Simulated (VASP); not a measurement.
# GaB (P4/mmm) in VASP: a series of runs, part 3 of 3

VASP 6.6.1. Earlier steps stand in the parts before.

## Step 6: Band structure, LDA

INCAR reads:

```
PREC = Accurate
ENCUT = 520
EDIFF = 1E-6
ISMEAR = -1
SIGMA = 0.05
LREAL = F
LASPH = T
NELM = 60
ALGO = Normal
ISIF = 2
LWAVE = F
LCHARG = F
```

KPOINTS reads:

```
regular mesh
0
Gamma
  5 5 4
```

POSCAR reads:

```
GaB
1.0
    2.7182400000      0.0000000000      0.0000000000
    0.0000000000      2.7182400000      0.0000000000
    0.0000000000      0.0000000000      3.2362100000
Ga B
1 1
Direct
    0.5000000000      0.5000000000      0.5000000000
    0.0000000000      0.0000000000      0.0000000000
```

KPOINTS_OPT reads:

```
path GXMGZRAZ,XR,MA
10
line-mode
reciprocal
 0.0000000000  0.0000000000  0.0000000000  G
 0.0000000000  0.5000000000  0.0000000000  X

 0.0000000000  0.5000000000  0.0000000000  X
 0.5000000000  0.5000000000  0.0000000000  M

 0.5000000000  0.5000000000  0.0000000000  M
 0.0000000000  0.0000000000  0.0000000000  G

 0.0000000000  0.0000000000  0.0000000000  G
 0.0000000000  0.0000000000  0.5000000000  Z

 0.0000000000  0.0000000000  0.5000000000  Z
 0.0000000000  0.5000000000  0.5000000000  R

 0.0000000000  0.5000000000  0.5000000000  R
 0.5000000000  0.5000000000  0.5000000000  A

 0.5000000000  0.5000000000  0.5000000000  A
 0.0000000000  0.0000000000  0.5000000000  Z

 0.0000000000  0.5000000000  0.0000000000  X
 0.0000000000  0.5000000000  0.5000000000  R

 0.5000000000  0.5000000000  0.0000000000  M
 0.5000000000  0.5000000000  0.5000000000  A
```

Potentials or basis: VASP PAW LDA potentials, release 64 (Ga_d, B).

Launch:

```bash
$ cat potpaw_LDA.64/Ga_d/POTCAR potpaw_LDA.64/B/POTCAR > POTCAR
$ mpirun -np 1 vasp_std > vasp.out
```

OUTCAR:

```text
PREC = Accurate
   ENCUT = 520
   EDIFF = 1E-6
   ISMEAR = -1
   LREAL = F
   LASPH = T
   NELM = 60
   ISIF = 2

 ion  position               nearest neighbor table
   1  0.500  0.500  0.500-   2 2.51   2 2.51   2 2.51   2 2.51   2 2.51   2 2.51   2 2.51   2 2.51

   2  0.000  0.000  0.000-   1 2.51   1 2.51   1 2.51   1 2.51   1 2.51   1 2.51   1 2.51   1 2.51

  LATTYP: Found a simple tetragonal cell.
 ALAT       =     2.7182400000
 C/A-ratio  =     1.1905534463

  Lattice vectors:

 A1 = (   2.7182400000,   0.0000000000,   0.0000000000)
 A2 = (   0.0000000000,   2.7182400000,   0.0000000000)
 A3 = (   0.0000000000,   0.0000000000,   3.2362100000)

Analysis of symmetry for initial positions (statically):
=====================================================================
 Subroutine PRICEL returns:
 Original cell was already a primitive cell.

 Routine SETGRP: Setting up the symmetry group for a
 simple tetragonal supercell.

 Subroutine GETGRP returns: Found 16 space group operations
 (whereof 16 operations were pure point group operations)
 out of a pool of 16 trial point group operations.

The static configuration has the point symmetry D_4h.

Analysis of symmetry for dynamics (positions and initial velocities):
=====================================================================
 Subroutine PRICEL returns:
 Original cell was already a primitive cell.

 Routine SETGRP: Setting up the symmetry group for a
 simple tetragonal supercell.

 Subroutine GETGRP returns: Found 16 space group operations
 (whereof 16 operations were pure point group operations)
 out of a pool of 16 trial point group operations.

The dynamic configuration has the point symmetry D_4h.

 Subroutine INISYM returns: Found 16 space group operations
 (whereof 16 operations are pure point group operations),
 and found     1 'primitive' translations

----------------------------------------------------------------------------------------

                                     Primitive cell

  volume of cell :      23.9118

  direct lattice vectors                    reciprocal lattice vectors
     2.718240000  0.000000000  0.000000000     0.367885102  0.000000000  0.000000000
     0.000000000  2.718240000  0.000000000     0.000000000  0.367885102  0.000000000
     0.000000000  0.000000000  3.236210000     0.000000000  0.000000000  0.309003433

  length of vectors
     2.718240000  2.718240000  3.236210000     0.367885102  0.367885102  0.309003433

  position of ions in fractional coordinates (direct lattice)
     0.500000000  0.500000000  0.500000000
     0.000000000  0.000000000  0.000000000

  ion indices of the primitive-cell ions
   primitive index   ion index
                 1           1
                 2           2

----------------------------------------------------------------------------------------

 KPOINTS: regular mesh

Automatic generation of k-mesh.
 Grid dimensions read from file:
 generate k-points for:    5    5    4
[... 22 lines left out ...]
  0.200000  0.000000  0.000000      4.000000
  0.400000  0.000000  0.000000      4.000000
  0.200000  0.200000  0.000000      4.000000
  0.400000  0.200000  0.000000      8.000000
  0.400000  0.400000  0.000000      4.000000
[... 10 lines left out ...]
  0.400000  0.200000  0.500000      8.000000
  0.400000  0.400000  0.500000      4.000000
   k-points           NKPTS =     18   k-points in BZ     NKDIM =     18   number of bands    NBANDS=     12
   number of dos      NEDOS =    301   number of ions     NIONS =      2
   total plane-waves  NPLWV =   9600
   dimension x,y,z NGX =    20 NGY =   20 NGZ =   24
   dimension x,y,z NGXF=    40 NGYF=   40 NGZF=   48
   ions per type =               1   1
   NGX,Y,Z   is equivalent  to a cutoff of  12.23, 12.23, 12.33 a.u.
   NGXF,Y,Z  is equivalent  to a cutoff of  24.46, 24.46, 24.66 a.u.
 SYSTEM =  unknown system
   PREC   = accura    normal or accurate (medium, high low for compatibility)
   ISTART =      0    job   : 0-new  1-cont  2-samecut
   ICHARG =      2    charge: 1-file 2-atom 10-const
   ISPIN  =      1    spin polarized calculation?
   LNONCOLLINEAR =      F non collinear calculations
   LSORBIT =      F    spin-orbit coupling
   LASPH  =      T    aspherical Exc in radial PAW
   ENCUT  =  520.0 eV  38.22 Ry    6.18 a.u.   5.05  5.05  6.02*2*pi/ulx,y,z
   NELM   =     60;   NELMIN=  2; NELMDL= -5     # of ELM steps
   EDIFF  = 0.1E-05   stopping-criterion for ELM
   LREAL  =      F    real-space projection
   EDIFFG = 0.1E-04   stopping-criterion for IOM
   NSW    =      0    number of steps for IOM
   IBRION =     -1    ionic relax: 0-MD 1-quasi-New 2-CG
   NFREE  =      0    steps in history (QN), initial steepest desc. (CG)
   ISIF   =      2    stress and relaxation
   ISYM   =      2    0-nonsym 1-usesym 2-fastsym
   POTIM  = 0.5000    time-step for ionic-motion
   TEBEG  =    0.0;   TEEND  =   0.0 temperature during run
   PSTRESS=    0.0 pullay stress
   NELECT =      16.0000    total number of electrons
   NUPDOWN=      -1.0000    fix difference up-down
   EMIN   =  10.00;   EMAX   =-10.00  energy-range for DOS
   EFERMI =   0.00;   METHOD = LEGACY
   ISMEAR =    -1;   SIGMA  =   0.05  broadening in eV -4-tet -1-fermi 0-gaus
   EFERMI_NEDOS =   21; number of points for ismear=-14 and -15
   IALGO  =     38    algorithm
   IMIX   =      4    mixing-type and parameters
     AMIX     =   0.40;   BMIX     =  1.00
     AMIX_MAG =   1.60;   BMIX_MAG =  1.00
  volume/ion in A,a.u.               =      11.96        80.68
  Fermi-wavevector in a.u.,A,eV,Ry     =   1.431894  2.705886 27.896285  2.050319
  Thomas-Fermi vector in A             =   2.551580
   LORBIT       =      0    0 simple, 1 ext, 2 COOP (PROOUT), +10 PAW based schemes
   GGA     = CA    functional components
   LHFCALC =     F    Hartree Fock is set to
   AEXX    =    0.0000 exact exchange contribution
   IVDW    =     0    specifies the selected vdW correction
   LEPSILON=     F    determine dielectric tensor
   LRPA    =     F    only Hartree local field effects (RPA)
 non-spin polarized calculation
  energy-cutoff  :      520.00
  volume of cell :       23.91
 maximum number of plane-waves:       654
   NGX = 11   NGY = 11   NGZ = 13

 number of electron      16.0000024 magnetization

 Free energy of the ion-electron system (eV)
  ---------------------------------------------------
  ext. energy  EPLUGINS =         0.00000000
  ---------------------------------------------------
  free energy    TOTEN  =        -8.51750589 eV

  energy without entropy =       -8.50901915  energy(sigma->0) =       -8.51326252

 E-fermi :   6.8442     XC(G=0): -12.1273

 val. band max:        6.8225323625   @ k =   0.4000   0.4000   0.2500
 cond. band min:       7.1820404769   @ k =   0.2000   0.2000   0.2500
 fundamental gap:      0.3595081143
 Fermi energy:         6.8442251989

 k-point     1 :       0.0000    0.0000    0.0000
  band No.  band energies     occupation
      1      -8.6908      2.00000
      2      -8.5369      2.00000
      3      -8.2229      2.00000
      4      -8.2229      2.00000
      5      -8.1771      2.00000
      6      -6.5091      2.00000
      7       5.1156      2.00000
      8       8.6926      0.00000
      9       9.4517      0.00000
     10       9.4517      0.00000
     11      15.9931      0.00000
     12      16.4354      0.00000
[... 241 lines left out ...]
 k-point    18 :       0.4000    0.4000    0.5000
  band No.  band energies     occupation
      1      -8.5756      2.00000
      2      -8.4942      2.00000
      3      -8.4775      2.00000
      4      -8.1586      2.00000
      5      -8.0963      2.00000
      6       2.8677      2.00000
      7       3.2506      2.00000
      8       5.8404      2.00000
      9       6.2327      1.99999
     10       7.3295      0.00012
     11       7.4278      0.00002
     12      10.5590      0.00000

------------------------ aborting loop because EDIFF is reached ----------------------------------------

  FORCE on cell =-STRESS in cart. coord.  units (eV):
  Direction    XX          YY          ZZ          XY          YZ          ZX
  --------------------------------------------------------------------------------------
  -------------------------------------------------------------------------------------
  Total       -1.2167635     -1.2167635     -1.4918417      0.0000000      0.0000000      0.0000000
  in kB      -81.5275649    -81.5275649    -99.9587992      0.0000000      0.0000000      0.0000000
  external PRESSURE =     -87.6713097 kB  Pullay stress =       0.0000000 kB

 VOLUME and BASIS-vectors are now :
 -----------------------------------------------------------------------------
  energy-cutoff  :      520.00
  volume of cell :       23.91
      direct lattice vectors                 reciprocal lattice vectors
     2.718240000  0.000000000  0.000000000     0.367885102  0.000000000  0.000000000
     0.000000000  2.718240000  0.000000000     0.000000000  0.367885102  0.000000000
     0.000000000  0.000000000  3.236210000     0.000000000  0.000000000  0.309003433

 POSITION                                       TOTAL-FORCE (eV/Angst)
 -----------------------------------------------------------------------------------
      1.35912      1.35912      1.61810         0.000000      0.000000      0.000000
      0.00000      0.00000      0.00000         0.000000      0.000000      0.000000
 -----------------------------------------------------------------------------------
    total drift:                               -0.000000      0.000000      0.000000

  FREE ENERGIE OF THE ION-ELECTRON SYSTEM (eV)
  ---------------------------------------------------
  free  energy   TOTEN  =        -8.5175058858 eV

  energy  without entropy=       -8.5090191463  energy(sigma->0) =       -8.51326252
```

Wall time 19 s (1 thread of AMD EPYC 7R13 (Zen 3), shared host); peak memory 0.09 GiB.

These settings aren't checked as converged (typed here: k = 5 × 5 × 4): the numbers below hold their error.

What came out:

* Free energy: -8.5175 eV
* Pressure: -8.8 GPa
* Band gap along the path: none (metal or under the smearing width)

Caveat: the k mesh is coarse (spacing up to 0.49 Å⁻¹), so the values aren't converged.

## Step 7: Summary

```tsv
level	pressure (GPa)
r2SCAN	-2.8
SCAN	-3.8
TPSS	-1.8
TB-mBJ	-
```

Alike in all rows: task band structure; potentials or basis VASP PAW PBE potentials, release 64 (Ga_d, B); no spin polarisation; cell as given; k mesh 10 × 10 × 8; cutoff (eV) 520; smearing fermi-dirac 0.05 eV.

The pressure there spans -3.8 GPa (SCAN) to -1.8 GPa (TPSS); a positive pressure means that this level wants a larger cell, a negative one a smaller.

Caveats: the PAW data sets were made with another functional, which shifts forces and pressure a little.

Total energies depend on the potentials used, so only differences within one code and one set of settings carry meaning.
